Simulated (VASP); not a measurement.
# Cd4TeO3 in VASP: a series of runs, part 2 of 3

VASP 6.6.1. The steps go on from the part before.

## 3. Relaxation of cell and atoms, PBE

This run uses another cell than the first one, of 18.77 Å³/atom, 0.775 times its volume.

INCAR

```
SYSTEM = Cd4TeO3
PREC = Normal
ENCUT = 520
EDIFF = 1E-4
ISMEAR = 0
SIGMA = 0.15
LREAL = .False.
LASPH = .True.
NELM = 60
ALGO = Fast
ISIF = 3
LWAVE = .False.
LCHARG = .False.
GGA = PE
IBRION = 2
NSW = 24
EDIFFG = -0.08
```

KPOINTS

```
regular mesh
0
Gamma
  4 4 2
  0 0 0
```

POSCAR

```
Cd4TeO3
1.0
    3.8500000000      0.0000000000      0.0000000000
   -1.9250000000      3.3341978000      0.0000000000
    0.0000000000      0.0000000000     11.7000000000
Cd Te O
4 1 3
Direct
    0.3333333300      0.6666666700      0.4550000000
    0.3333333300      0.6666666700      0.9150000000
    0.0000000000      0.0000000000      0.6850000000
    0.0000000000      0.0000000000      0.2250000000
    0.0000000000      0.0000000000      0.0000000000
    0.3333333300      0.6666666700      0.2700000000
    0.3333333300      0.6666666700      0.7300000000
    0.0000000000      0.0000000000      0.5000000000
```

Potentials or basis: VASP PAW PBE potentials, release 64 (Cd, Te, O).

Run with:

```console
> cat potpaw_PBE.64/Cd/POTCAR potpaw_PBE.64/Te/POTCAR potpaw_PBE.64/O/POTCAR > POTCAR
> mpirun -np 1 vasp_std > vasp.out
```

OUTCAR:

```text
SYSTEM = Cd4TeO3
   PREC = Normal
   ENCUT = 520
   EDIFF = 1E-4
   ISMEAR = 0
   LREAL = .False.
   LASPH = .True.
   NELM = 60
   ISIF = 3
   GGA = PE
   IBRION = 2
   NSW = 24
   EDIFFG = -0.08

 ion  position               nearest neighbor table
   1  0.333  0.667  0.455-   6 2.16   8 2.28   8 2.28   8 2.28   4 3.49   3 3.49   4 3.49   3 3.49
                             4 3.49   3 3.49
   2  0.333  0.667  0.915-   7 2.16   5 2.44   5 2.44   5 2.44   3 3.49   3 3.49   3 3.49
   3  0.000  0.000  0.685-   8 2.16   7 2.28   7 2.28   7 2.28   2 3.49   1 3.49   2 3.49   1 3.49
                             2 3.49   1 3.49   5 3.69
   4  0.000  0.000  0.225-   6 2.28   6 2.28   6 2.28   5 2.63   1 3.49   1 3.49   1 3.49
   5  0.000  0.000  0.000-   2 2.44   2 2.44   2 2.44   4 2.63   3 3.69
   6  0.333  0.667  0.270-   1 2.16   4 2.28   4 2.28   4 2.28
   7  0.333  0.667  0.730-   2 2.16   3 2.28   3 2.28   3 2.28
   8  0.000  0.000  0.500-   3 2.16   1 2.28   1 2.28   1 2.28

  LATTYP: Found a hexagonal cell.
 ALAT       =     3.8500000000
 C/A-ratio  =     3.0389610390

  Lattice vectors:

 A1 = (   3.8500000000,   0.0000000000,   0.0000000000)
 A2 = (  -1.9250000000,   3.3341978000,   0.0000000000)
 A3 = (   0.0000000000,   0.0000000000,  11.7000000000)

Analysis of symmetry for initial positions (statically):
=====================================================================
 Subroutine PRICEL returns:
 Original cell was already a primitive cell.

 Routine SETGRP: Setting up the symmetry group for a
 hexagonal supercell.

 Subroutine GETGRP returns: Found  6 space group operations
 (whereof  6 operations were pure point group operations)
 out of a pool of 24 trial point group operations.

The static configuration has the point symmetry C_3v.

Analysis of symmetry for dynamics (positions and initial velocities):
=====================================================================
 Subroutine PRICEL returns:
 Original cell was already a primitive cell.

 Routine SETGRP: Setting up the symmetry group for a
 hexagonal supercell.

 Subroutine GETGRP returns: Found  6 space group operations
 (whereof  6 operations were pure point group operations)
 out of a pool of 24 trial point group operations.

The dynamic configuration has the point symmetry C_3v.

 Subroutine INISYM returns: Found  6 space group operations
 (whereof  6 operations are pure point group operations),
 and found     1 'primitive' translations

----------------------------------------------------------------------------------------

                                     Primitive cell

  volume of cell :     150.1889

  direct lattice vectors                    reciprocal lattice vectors
     3.850000000  0.000000000  0.000000000     0.259740260  0.149961109  0.000000000
    -1.925000000  3.334197800  0.000000000     0.000000000  0.299922218  0.000000000
     0.000000000  0.000000000 11.700000000     0.000000000  0.000000000  0.085470085

  length of vectors
     3.850000000  3.849999996 11.700000000     0.299922218  0.299922218  0.085470085

  position of ions in fractional coordinates (direct lattice)
     0.333333330  0.666666670  0.455000000
     0.333333330  0.666666670  0.915000000
     0.000000000  0.000000000  0.685000000
     0.000000000  0.000000000  0.225000000
     0.000000000  0.000000000  0.000000000
     0.333333330  0.666666670  0.270000000
     0.333333330  0.666666670  0.730000000
     0.000000000  0.000000000  0.500000000

  ion indices of the primitive-cell ions
   primitive index   ion index
                 1           1
                 2           2
                 3           3
                 4           4
                 5           5
                 6           6
                 7           7
[... 35 lines left out ...]
  0.250000  0.000000  0.500000      6.000000
  0.500000  0.000000  0.500000      3.000000
  0.250000  0.250000  0.500000      6.000000
   k-points           NKPTS =      8   k-points in BZ     NKDIM =      8   number of bands    NBANDS=     43
   number of dos      NEDOS =    301   number of ions     NIONS =      8
   total plane-waves  NPLWV =  40320
   dimension x,y,z NGX =    24 NGY =   24 NGZ =   70
   dimension x,y,z NGXF=    48 NGYF=   48 NGZF=  140
   ions per type =               4   1   3
   NGX,Y,Z   is equivalent  to a cutoff of  10.36, 10.36,  9.95 a.u.
   NGXF,Y,Z  is equivalent  to a cutoff of  20.73, 20.73, 19.89 a.u.
 SYSTEM =  Cd4TeO3
   PREC   = normal    normal or accurate (medium, high low for compatibility)
   ISTART =      0    job   : 0-new  1-cont  2-samecut
   ICHARG =      2    charge: 1-file 2-atom 10-const
   ISPIN  =      1    spin polarized calculation?
   LNONCOLLINEAR =      F non collinear calculations
   LSORBIT =      F    spin-orbit coupling
   LASPH  =      T    aspherical Exc in radial PAW
   ENCUT  =  520.0 eV  38.22 Ry    6.18 a.u.   7.16  7.16 21.75*2*pi/ulx,y,z
   NELM   =     60;   NELMIN=  2; NELMDL= -5     # of ELM steps
   EDIFF  = 0.1E-03   stopping-criterion for ELM
   LREAL  =      F    real-space projection
   EDIFFG = -.8E-01   stopping-criterion for IOM
   NSW    =     24    number of steps for IOM
   IBRION =      2    ionic relax: 0-MD 1-quasi-New 2-CG
   NFREE  =      1    steps in history (QN), initial steepest desc. (CG)
   ISIF   =      3    stress and relaxation
   ISYM   =      2    0-nonsym 1-usesym 2-fastsym
   POTIM  = 0.5000    time-step for ionic-motion
   TEBEG  =    0.0;   TEEND  =   0.0 temperature during run
   PSTRESS=    0.0 pullay stress
   NELECT =      72.0000    total number of electrons
   NUPDOWN=      -1.0000    fix difference up-down
   EMIN   =  10.00;   EMAX   =-10.00  energy-range for DOS
   EFERMI =   0.00;   METHOD = LEGACY
   ISMEAR =     0;   SIGMA  =   0.15  broadening in eV -4-tet -1-fermi 0-gaus
   EFERMI_NEDOS =   21; number of points for ismear=-14 and -15
   IALGO  =     68    algorithm
   IMIX   =      4    mixing-type and parameters
     AMIX     =   0.40;   BMIX     =  1.00
     AMIX_MAG =   1.60;   BMIX_MAG =  1.00
  volume/ion in A,a.u.               =      18.77       126.69
  Fermi-wavevector in a.u.,A,eV,Ry     =   1.281267  2.421244 22.335942  1.641645
  Thomas-Fermi vector in A             =   2.413647
   LORBIT       =      0    0 simple, 1 ext, 2 COOP (PROOUT), +10 PAW based schemes
   GGA     = PE    functional components
   LHFCALC =     F    Hartree Fock is set to
   AEXX    =    0.0000 exact exchange contribution
   IVDW    =     0    specifies the selected vdW correction
   LEPSILON=     F    determine dielectric tensor
   LRPA    =     F    only Hartree local field effects (RPA)
 conjugate gradient relaxation of ions
 non-spin polarized calculation
 RMM-DIIS sequential band-by-band and
 Gauss-broadening in eV      SIGMA  =   0.15
  energy-cutoff  :      520.00
  volume of cell :      150.19
 maximum number of plane-waves:      4060
   NGX = 15   NGY = 15   NGZ = 43

--------------------------------------- Ionic step        1  -------------------------------------------

 number of electron      72.0000032 magnetization

 Free energy of the ion-electron system (eV)
  ---------------------------------------------------
  ext. energy  EPLUGINS =         0.00000000
  ---------------------------------------------------
  free energy    TOTEN  =       -25.08368321 eV

  energy without entropy =      -25.06959386  energy(sigma->0) =      -25.07663853

 E-fermi :   3.0986     XC(G=0): -10.0389

 val. band max:        3.0897917732   @ k =   0.0000   0.0000   0.5000
 cond. band min:       3.1269913176   @ k =   0.0000   0.0000   0.0000
 fundamental gap:      0.0371995445
 Fermi energy:         3.0986163653

 k-point     1 :       0.0000    0.0000    0.0000
  band No.  band energies     occupation
      1     -14.9280      2.00000
      2     -14.7530      2.00000
      3     -14.5657      2.00000
      4     -10.7021      2.00000
      5      -7.0799      2.00000
      6      -7.0799      2.00000
[... 476 lines left out ...]
  FREE ENERGIE OF THE ION-ELECTRON SYSTEM (eV)
  ---------------------------------------------------
  free  energy   TOTEN  =       -26.3032241814 eV

  energy  without entropy=      -26.2915189586  energy(sigma->0) =      -26.29737157

[... ionic steps 4 to 15 ...]

--------------------------------------- Ionic step       16  -------------------------------------------

 number of electron      72.0000069 magnetization

------------------------ aborting loop because EDIFF is reached ----------------------------------------
[... 79 lines left out ...]
--------------------------------------- Ionic step       18  -------------------------------------------

 number of electron      72.0000069 magnetization

 Free energy of the ion-electron system (eV)
  ---------------------------------------------------
  ext. energy  EPLUGINS =         0.00000000
  ---------------------------------------------------
  free energy    TOTEN  =       -26.86979854 eV

  energy without entropy =      -26.84134591  energy(sigma->0) =      -26.85557222

 E-fermi :   2.4776     XC(G=0):  -9.6167

 val. band max:        2.3354861848   @ k =   0.2500   0.0000   0.5000
 cond. band min:       2.5219303185   @ k =   0.2500   0.0000   0.0000
 fundamental gap:      0.1864441337
 Fermi energy:         2.4775905843

 k-point     1 :       0.0000    0.0000    0.0000
  band No.  band energies     occupation
      1     -15.8279      2.00000
      2     -15.5323      2.00000
      3     -15.3445      2.00000
      4      -9.5713      2.00000
      5      -6.4683      2.00000
      6      -6.4451      2.00000
[... 392 lines left out ...]
  FREE ENERGIE OF THE ION-ELECTRON SYSTEM (eV)
  ---------------------------------------------------
  free  energy   TOTEN  =       -26.8697985376 eV

  energy  without entropy=      -26.8413459053  energy(sigma->0) =      -26.85557222

 reached required accuracy - stopping structural energy minimisation
```

It took 4.5 min on 1 thread of Intel Xeon Platinum 8488C (Sapphire Rapids), shared host; peak memory 0.22 GiB.

Results:

- Free energy: -26.8698 eV
- Relaxed volume: 20.72 Å³/atom
- Relaxed cell: a = 3.864 Å, b = 3.864 Å, c = 12.814 Å, α = 90.00°, β = 90.00°, γ = 120.00°
- Space group after relaxing (to 0.05 Å): P3m1 (No. 156)
- Energy gained by relaxing: 223.3 meV/atom
- Ionic steps: 18
- Pressure after relaxing: 0.0 GPa
- Largest force after relaxing: 0.061 eV/Å
- Band gap on the k mesh: none (metal or under the smearing width)

Forces on the atoms (eV/Å):
```
Cd   0.000  0.000 -0.004
Cd   0.000  0.000  0.008
Cd   0.000  0.000  0.042
Cd   0.000  0.000  0.026
Te   0.000  0.000  0.006
O    0.000  0.000  0.001
O    0.000  0.000 -0.061
O    0.000  0.000 -0.018
```

Step by step:
```tsv
step	energy change (eV)	largest force (eV/Å)	pressure (GPa)	volume (Å³)
1	0.0000	3.7153	13.18	150.19
2	-0.9503	0.9660	-5.90	186.32
3	-1.2195	1.1340	-1.64	173.19
4	-1.2196	1.1449	-1.35	172.71
5	-1.4334	0.7501	-1.18	170.72
6	-1.6943	0.5814	-0.28	165.92
7	-1.7025	0.5949	0.20	164.83
8	-1.7480	0.3991	-0.03	165.27
9	-1.7625	0.3058	-0.14	165.66
10	-1.7779	0.1784	0.15	165.07
11	-1.7783	0.1644	0.30	164.93
12	-1.7815	0.1209	-0.31	166.26
13	-1.7825	0.1027	-0.22	165.82
14	-1.7838	0.0920	0.12	165.08
15	-1.7839	0.0896	0.21	165.21
16	-1.7849	0.0920	0.04	165.45
17	-1.7850	0.0957	0.03	165.51
18	-1.7861	0.0608	-0.04	165.73
```

Final structure:
```yaml
crystal:
  lattice:
    - [3.86444, 0.00000, 0.00000]
    - [-1.93222, 3.34670, 0.00000]
    - [0.00000, 0.00000, 12.81415]
  atoms:
    - { symbol: Cd, position: [0.33333, 0.66667, 0.46034] }
    - { symbol: Cd, position: [0.33333, 0.66667, 0.88586] }
    - { symbol: Cd, position: [0.00000, 0.00000, 0.67074] }
    - { symbol: Cd, position: [0.00000, 0.00000, 0.24970] }
    - { symbol: Te, position: [0.00000, 0.00000, 0.01706] }
    - { symbol: O, position: [0.33333, 0.66667, 0.28410] }
    - { symbol: O, position: [0.33333, 0.66667, 0.71571] }
    - { symbol: O, position: [0.00000, 0.00000, 0.49650] }
```

Caveat: the k mesh is coarse (spacing up to 0.47 Å⁻¹), so the values aren't converged; the relaxation stopped at a loose force limit of 0.08 eV/Å, so its end isn't a converged minimum. The run has no spin-orbit coupling, so splittings on Te are missing.

(Part 2 of 3 ends here.)
